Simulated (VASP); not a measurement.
**MgO (space group P6_3/mmc): computed properties**

Computed with r2SCAN meta-GGA, VASP's PBE PAW potentials (set 64) (plane waves; VASP).

- space group = P6_3/mmc (194)
- cell = a = 3.480 Å, b = 3.480 Å, c = 4.173 Å, α = 90.00°, β = 90.00°, γ = 120.00°
- volume per atom = 10.94 Å³/atom
- band gap (over mesh and band path) = 4.11 eV
- smallest direct gap (over mesh and band path) = 4.11 eV
- band-edge character = direct, Γ to Γ
- density = 3.06 g/cm³
- mean ε∞ (independent particles) = 2.75

MgO has the hexagonal space group P6₃/mmc (No. 194), Pearson symbol hP4. Cell: a = 3.480 Å, b = 3.480 Å, c = 4.173 Å, α = 90.00°, β = 90.00°, γ = 120.00°. Mg on 2c sees 5 O at 2.009–2.086 Å (trigonal bipyramidal). O on 2d has 5 Mg at 2.009–2.086 Å (trigonal bipyramidal). (Neighbours: up to the widest gap in distance over summed covalent radii, below 1.35, at either atom; cation-cation and far metal-metal contacts left out.)

The structure comes from a computed database's MgO entry (P6_3/mmc); how it stands against other phases isn't given here. It was relaxed first. Symmetry was kept, so distortions that lower it aren't found.
